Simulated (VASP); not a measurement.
Data:

```xyz
5
Lattice="6.2377 0.0000 0.0000 0.0000 6.2377 0.0000 0.0000 0.0000 6.2377" Properties=species:S:1:pos:R:3 pbc="T T T"
Cs     0.0000     0.0000     0.0000
Sn     3.1188     3.1188     3.1188
I      3.1188     0.0000     3.1188
I      0.0000     3.1188     3.1188
I      3.1188     3.1188     0.0000
```

All values below come from PW91 GGA, VASP's PBE PAW potentials (set 64) (plane waves; VASP). Numerical set-up: 520 eV cut-off, 3×3×3 Γ-centred mesh, Gaussian smearing of 0.050 eV, potentials Cs_sv Sn_d I.

### Question
What does the run give for the energy per atom (σ→0)?

### Answer

- energy per atom (σ→0) = -2.868 eV/atom

The absolute energy has meaning only against runs of the same code, potentials and settings.

The compound is CsSnI3 in the cubic perovskite structure, the ideal cubic form; the compound distorts at low or room temperature. It was relaxed first. The start is the result of an earlier pass.
